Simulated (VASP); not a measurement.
The system is NaLaMnMoO6.

```
CELL_PARAMETERS angstrom
5.60000 0.00000 0.00000
0.00000 5.65000 0.00000
-0.01414 0.00000 8.09999
ATOMIC_POSITIONS crystal
Na 0.24000 0.46000 0.50000
Na 0.76000 0.96000 0.50000
La 0.74000 0.04000 0.00000
La 0.26000 0.54000 0.00000
Mn 0.75000 0.50000 0.25000
Mn 0.25000 0.00000 0.75000
Mo 0.25000 0.00000 0.26000
Mo 0.75000 0.50000 0.74000
O 0.33000 0.02000 0.48700
O 0.96500 0.19500 0.29500
O 0.05500 0.71500 0.30000
O 0.53500 0.80500 0.20500
O 0.44500 0.28500 0.20000
O 0.17000 0.98000 0.01300
O 0.67000 0.52000 0.51300
O 0.03500 0.69500 0.70500
O 0.94500 0.21500 0.70000
O 0.46500 0.30500 0.79500
O 0.55500 0.78500 0.80000
O 0.83000 0.48000 0.98700
```

The cell was built by a generator and needn't be a form met in nature.

| Quantity | Value |
| --- | --- |
| Program | VASP 6.6.1 |
| Task | relaxation of cell and atoms |
| Functional | PBE |
| Potentials or basis | VASP PAW PBE potentials, release 64 (Na_pv, La, Mn_pv, Mo_sv, O) |
| Cutoff | 520 eV |
| k mesh | 3 × 3 × 2 |
| Occupations | gaussian, width 0.15 eV |
| Spin | collinear spin, ferromagnetic start |
| Starting moments | [0.0, 0.0, 0.0, 0.0, 4.0, 4.0, 1.0, 1.0, 0.0, 0.0, 0.0, 0.0, 0.0, 0.0, 0.0, 0.0, 0.0, 0.0, 0.0, 0.0] μB |

At the start: pressure -5.8 GPa; volume 12.81 Å³/atom.

Question: How do energy, volume and symmetry change on relaxing?

Answer: Over 21 steps the energy falls by 59.7 meV/atom and the volume is 12.48 Å³/atom (-2.6 %); space group P2_1 (No. 4, to 0.05 Å); moment 9.90 μB per cell.

The path:
```csv
step,energy change (eV),largest force (eV/Å),pressure (GPa),volume (Å³)
1,0.0000,4.4399,-5.77,256.28
2,1.1790,10.5624,14.18,239.54
3,-0.7976,1.4017,0.81,249.04
4,-0.7982,1.4874,0.93,248.89
5,-0.9961,1.2908,0.26,249.03
6,-0.9994,1.0311,0.34,249.02
7,-1.0925,0.5051,-0.89,249.92
8,-1.0927,0.4479,-0.91,249.87
9,-1.1336,0.2461,0.48,247.99
10,-1.1342,0.2614,0.58,247.79
11,-1.1600,0.1184,0.42,248.37
12,-1.1650,0.2034,0.33,248.62
13,-1.1633,0.4394,0.15,249.12
14,-1.1661,0.2789,0.22,248.80
15,-1.1743,0.2193,-0.40,249.74
16,-1.1746,0.1800,-0.37,249.60
17,-1.1840,0.1931,-0.09,249.29
18,-1.1856,0.3186,0.07,249.09
19,-1.1912,0.1041,0.38,248.98
20,-1.1912,0.0928,0.38,248.98
21,-1.1933,0.0589,-0.17,249.63
```

Final structure:
```xyz
20
Lattice="5.5513 0.0000 0.0249 0.0000 5.6212 0.0000 0.0218 0.0000 7.9998" Properties=species:S:1:pos:R:3 pbc="T T T"
Na    1.3602    2.6531    4.0006
Na    4.2129    5.4637    4.0241
La    4.1452    0.2451    8.0147
La    1.4279    3.0557    0.0100
Mn    4.1801    2.8785    2.0657
Mn    1.3930    0.0679    5.9590
Mo    1.3742    0.0194    2.1767
Mo    4.1989    2.8300    5.8480
O     1.8526    0.1450    3.9376
O     5.3773    1.0697    2.2572
O     0.3711    4.0100    2.2596
O     2.9033    4.4506    1.5969
O     2.5374    1.4931    1.6047
O     0.9432    5.5202    0.0274
O     3.7205    2.9556    4.0871
O     0.1958    3.8802    5.7675
O     5.2020    1.1994    5.7651
O     2.6699    1.6400    6.4278
O     3.0357    4.3037    6.4200
O     4.6300    2.7096    7.9973
```

Caveat: only a ferromagnetic start was run, and an antiferromagnetic order may lie lower in energy.
